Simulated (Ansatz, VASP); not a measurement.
# Ce3Sb: VASP beside Ansatz

One calculation is typed for both programs; each brings its own data sets and cutoff. How far apart do they land? The cell is invented: As first built, before any earlier steps moved the atoms (in the runner's words): it takes the La3In structure with all of its atoms replaced by other elements, volume scaled by an estimate. It may not be a known or stable phase. The cell is taken from a series of VASP runs on this material, whose earlier steps may have relaxed, scaled or displaced it; both programs get it as it stands.

Main program and level: Ansatz 0.2.0; plane waves, with VASP 6.6.1 beside it; single point at PBE.

In doubt: a part-filled 4f shell, where there is one, can sit in one of many states, so energies may not be the lowest and differences between runs may mislead; derivatives with an open 4f shell can jump between states, which bears on forces and vibrations.

**1. Set-up**

Symmetry: Pm-3m, No. 221, cubic system. The conventional cell has a = 4.742 Å, b = 4.742 Å, c = 4.742 Å, α = 90.00°, β = 90.00°, γ = 90.00°. Nearest to Ce lie 4 Sb at 3.35 Å and 8 Ce at 3.35 Å. Nearest to Sb lie 12 Ce at 3.35 Å. As first built, before any earlier steps moved the atoms (in the runner's words): sites of the La3In structure (space group 221) filled with other elements, volume scaled by an estimate. Farther neighbours are not listed.

**2. VASP: single point, PBE**

With cell and atoms fixed, the geometry can't cause a difference; cores, projectors, grids and the points listed under the comparison can.

Lines of VASP's logs that name or quote its potential files are left out, and so is its time.

The input, INCAR:

```
SYSTEM = Ce3Sb
PREC = Accurate
ENCUT = 400
EDIFF = 1E-06
NELM = 100
ISMEAR = -1
SIGMA = 0.05
LREAL = .FALSE.
ALGO = Normal
GGA = PE
NBANDS = 28
ISPIN = 2
MAGMOM = 1 1 1 0
LMAXMIX = 6
LORBIT = 11
LWAVE = .FALSE.
LCHARG = .FALSE.
KPAR = 2
ISIF = 2
```

The input, POSCAR:

```
Ce3Sb
1.0
    4.7418208278      0.0000000000      0.0000000000
    0.0000000000      4.7418208278      0.0000000000
    0.0000000000      0.0000000000      4.7418208278
Ce Sb
3 1
Direct
    0.0000000000      0.5000000000      0.5000000000
    0.5000000000      0.0000000000      0.5000000000
    0.5000000000      0.5000000000      0.0000000000
    0.0000000000      0.0000000000      0.0000000000
```

The input, KPOINTS:

```
Automatic mesh
0
Gamma
5 5 5
0 0 0
```

Potentials, in the order of the species: Ce and Sb (PBE family, release 64).

Run with:

```bash
mpirun -np 2 vasp_std
```

Numbers of over 12 decimals in the logs are rounded to 6 here.

What it wrote:

```text
[banner, memory and clock lines left out]
running    2 mpi-ranks, on    1 nodes
 distrk:  each k-point on    1 cores,    2 groups
 distr:  one band on    1 cores,    1 groups

 POSCAR found type information on POSCAR CeSb
 POSCAR found :  2 types and       4 ions
 LDA part: xc-table for (Slater+PW92), standard interpolation
 POSCAR, INCAR and KPOINTS ok, starting setup
 FFT: planning ... GRIDC
 FFT: planning ... GRID_SOFT
 FFT: planning ... GRID
 WAVECAR not read
 entering main loop
       N       E                     dE             d eps       ncg     rms          rms(c)
DAV:   1     0.426874525538E+03    0.42687E+03   -0.13580E+04  1120   0.139E+03
DAV:   2     0.514217703630E+02   -0.37545E+03   -0.36570E+03  1568   0.321E+02
DAV:   3    -0.203787958648E+02   -0.71801E+02   -0.70663E+02  1720   0.156E+02
DAV:   4    -0.248129893682E+02   -0.44342E+01   -0.43611E+01  2120   0.393E+01
DAV:   5    -0.252641808036E+02   -0.45119E+00   -0.44449E+00  2128   0.122E+01    0.141E+01
DAV:   6    -0.255473768945E+02   -0.28320E+00   -0.31069E+01  1748   0.244E+01    0.125E+01
DAV:   7    -0.244021807799E+02    0.11452E+01   -0.23808E+01  1876   0.256E+01    0.742E+00
DAV:   8    -0.242330732048E+02    0.16911E+00   -0.15530E+00  2008   0.679E+00    0.271E+00
DAV:   9    -0.242127136014E+02    0.20360E-01   -0.40234E-01  2176   0.340E+00    0.786E-01
DAV:  10    -0.242222253461E+02   -0.95117E-02   -0.88277E-02  2136   0.147E+00    0.874E-01
DAV:  11    -0.242217343787E+02    0.49097E-03   -0.26233E-02  2160   0.929E-01    0.396E-01
DAV:  12    -0.242215792687E+02    0.15511E-03   -0.12638E-02  2064   0.631E-01    0.145E-01
DAV:  13    -0.242218787776E+02   -0.29951E-03   -0.22517E-03  2176   0.259E-01    0.741E-02
DAV:  14    -0.242219271062E+02   -0.48329E-04   -0.94044E-04  2080   0.161E-01    0.669E-02
DAV:  15    -0.242219364082E+02   -0.93020E-05   -0.29697E-04  2088   0.922E-02    0.150E-02
DAV:  16    -0.242219442484E+02   -0.78402E-05   -0.90548E-05  1992   0.423E-02    0.857E-03
DAV:  17    -0.242219473601E+02   -0.31117E-05   -0.34031E-05  1696   0.267E-02    0.487E-03
DAV:  18    -0.242219485927E+02   -0.12326E-05   -0.13692E-05  1472   0.155E-02    0.157E-03
DAV:  19    -0.242219493114E+02   -0.71866E-06   -0.61485E-06  1376   0.101E-02
   1 F= -.24221949E+02 E0= -.24177513E+02  d E =-.888722E-01  mag=     2.4597
```

OUTCAR, selected parts (step 2):

```text
ion  position               nearest neighbor table
   1  0.000  0.500  0.500-   4 3.35   4 3.35   4 3.35   4 3.35
   2  0.500  0.000  0.500-   4 3.35   4 3.35   4 3.35   4 3.35
   3  0.500  0.500  0.000-   4 3.35   4 3.35   4 3.35   4 3.35
   4  0.000  0.000  0.000-   1 3.35   2 3.35   3 3.35   1 3.35   2 3.35   1 3.35   3 3.35   1 3.35
                             2 3.35   3 3.35   2 3.35   3 3.35

  LATTYP: Found a simple cubic cell.
 ALAT       =     4.7418208278

 Subroutine GETGRP returns: Found 48 space group operations
 (whereof 48 operations were pure point group operations)

The static configuration has the point symmetry O_h .

 Found     10 irreducible k-points:

   k-points           NKPTS =     10   k-points in BZ     NKDIM =     10   number of bands    NBANDS=     28

   dimension x,y,z NGX =    32 NGY =   32 NGZ =   32
   dimension x,y,z NGXF=    64 NGYF=   64 NGZF=   64

   ENCUT  =  400.0 eV  29.40 Ry    5.42 a.u.   7.73  7.73  7.73*2*pi/ulx,y,z

   NELECT =      41.0000    total number of electrons

 k-points in reciprocal lattice and weights: Automatic mesh
   0.00000000  0.00000000  0.00000000       0.008
   0.20000000  0.00000000  0.00000000       0.048
   0.40000000  0.00000000  0.00000000       0.048
   0.20000000  0.20000000  0.00000000       0.096
   0.40000000  0.20000000  0.00000000       0.192
   0.40000000  0.40000000  0.00000000       0.096
   0.20000000  0.20000000  0.20000000       0.064
   0.40000000  0.20000000  0.20000000       0.192
   0.40000000  0.40000000  0.20000000       0.192
   0.40000000  0.40000000  0.40000000       0.064

 average (electrostatic) potential at core
       1 -74.6356       2 -74.6356       3 -74.6356       4 -83.1228

 E-fermi :   9.2336

 spin component 1
 k-point     1 :       0.0000    0.0000    0.0000
  band No.  band energies     occupation
    ...
     19       7.7216      1.00000
     20       7.8629      1.00000
     21       7.8629      1.00000
     22       7.8629      1.00000
     23       9.0783      0.95715
     24       9.5195      0.00328
     25       9.5195      0.00328
     26       9.5195      0.00327
     27       9.6280      0.00037
     28       9.6280      0.00037

 k-point     2 :       0.2000    0.0000    0.0000
  band No.  band energies     occupation
    ...
     19       7.9471      1.00000
     20       8.4801      1.00000
     21       8.5856      1.00000
     22       8.5856      1.00000
     23       9.0362      0.98107
     24       9.4491      0.01325
     25       9.5464      0.00191
     26       9.5475      0.00187
     27       9.6259      0.00039
     28       9.6296      0.00036

 k-point     3 :       0.4000    0.0000    0.0000
  band No.  band energies     occupation
    ...
     17       7.6197      1.00000
     18       8.0409      1.00000
     19       8.8718      0.99928
     20       8.9343      0.99750
     21       9.1683      0.78706
     22       9.2791      0.28707
     23       9.2791      0.28707
     24       9.3105      0.17684
     25       9.5418      0.00210
     26       9.5419      0.00210
    ...

 k-point     4 :       0.2000    0.2000    0.0000
  band No.  band energies     occupation
    ...
     19       8.2922      1.00000
     20       8.5568      1.00000
     21       8.9626      0.99559
     22       9.0849      0.95137
     23       9.1614      0.80920
     24       9.4394      0.01604
     25       9.4897      0.00594
     26       9.5809      0.00096
     27       9.6181      0.00046
     28       9.6292      0.00037

 k-point     5 :       0.4000    0.2000    0.0000
  band No.  band energies     occupation
    ...
     17       7.8460      1.00000
     18       8.4063      1.00000
     19       8.7255      0.99996
     20       9.0085      0.98904
     21       9.1894      0.70778
     22       9.2791      0.28703
     23       9.3661      0.06607
     24       9.4938      0.00547
     25       9.5037      0.00449
     26       9.5662      0.00129
    ...

 k-point     6 :       0.4000    0.4000    0.0000
  band No.  band energies     occupation
    ...
     18       8.8456      0.99957
     19       8.9409      0.99714
     20       9.0093      0.98886
     21       9.0891      0.94737
     22       9.1726      0.77197
     23       9.5049      0.00438
     24       9.5172      0.00343
     25       9.5745      0.00109
     26       9.5825      0.00093
     27       9.6367      0.00032
    ...

  Total        0.2609861      0.2609861      0.2609861     -0.0000000     -0.0000000      0.0000000
  in kB        3.9218639      3.9218639      3.9218639     -0.0000000     -0.0000000      0.0000000
  external PRESSURE =       3.9218639 kB  Pullay stress =       0.0000000 kB

  energy-cutoff  :      400.00
  volume of cell :      106.62
      direct lattice vectors                 reciprocal lattice vectors
     4.741820828  0.000000000  0.000000000     0.210889453  0.000000000  0.000000000
     0.000000000  4.741820828  0.000000000     0.000000000  0.210889453  0.000000000
     0.000000000  0.000000000  4.741820828     0.000000000  0.000000000  0.210889453

 POSITION                                       TOTAL-FORCE (eV/Angst)
 -----------------------------------------------------------------------------------
      0.00000      2.37091      2.37091         0.000000      0.000000      0.000000
      2.37091      0.00000      2.37091         0.000000      0.000000      0.000000
      2.37091      2.37091      0.00000         0.000000      0.000000      0.000000
      0.00000      0.00000      0.00000         0.000000      0.000000      0.000000
 -----------------------------------------------------------------------------------
    total drift:                                0.000000     -0.000000     -0.000000

  FREE ENERGIE OF THE ION-ELECTRON SYSTEM (eV)
  ---------------------------------------------------
  free  energy   TOTEN  =       -24.2219493114 eV

  energy  without entropy=      -24.1330771416  energy(sigma->0) =      -24.17751323

 total charge
# of ion       s       p       d       f       tot
--------------------------------------------------
    1        2.045   5.612   1.134   1.037   9.828
    2        2.045   5.612   1.134   1.037   9.828
    3        2.045   5.612   1.134   1.037   9.828
    4        1.099   1.360   0.040   0.000   2.499
--------------------------------------------------
tot          7.235  18.196   3.443   3.110  31.984

 magnetization (x)
# of ion       s       p       d       f       tot
--------------------------------------------------
    1        0.002   0.002   0.078   0.612   0.695
    2        0.002   0.002   0.078   0.612   0.695
    3        0.002   0.002   0.078   0.612   0.695
    4       -0.002  -0.019   0.004   0.000  -0.017
--------------------------------------------------
tot          0.005  -0.011   0.239   1.836   2.069

[... 6 further parts left out ...]
```

Without U or exact exchange, f electrons of an open shell come out too delocalised.

(Continued in part 2 of 2.)

[Lines on the potential files, build, host, timing and source positions are cut from VASP's logs without a mark.]

[Logs are printed without paths, hosts, clocks, repeated set-up lines and the standing remarks that a program may print on its own settings, such as how far it seeks lower states.]

[Hosts, paths, dates, database ids (printed as entryN), source tags and the programs' standing remarks are cut or masked in the printed files.]
